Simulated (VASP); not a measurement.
Energy against volume of Pb (fcc). The numbers are results of PBE GGA with D3 dispersion (Becke-Johnson damping), VASP's PBE PAW potentials (set 64) (plane waves; VASP), not measurements. Settings: 520 eV cut-off, 13×13×13 Γ-centred mesh, first-order Methfessel-Paxton smearing of 0.10 eV, potentials Pb_d.

```csv
V (Å³/atom),E (eV/atom)
29.412,-3.95395
30.322,-3.95925
31.232,-3.95645
32.141,-3.94717
```

### Question
Fit these four points and predict the energy of the run at 28.503 Å³/atom.

### Answer
A cubic in V^(−2/3), the third-order Birch-Murnaghan form, passes through the four points with V0 = 30.43 Å³/atom and B0 = 46 GPa, and gives -3.9386 eV/atom there. The run gave -3.9394 eV/atom, -0.8 meV/atom from the fit; all five points give B0 = 45 GPa.

The compound is Pb in the fcc structure. It was relaxed first.
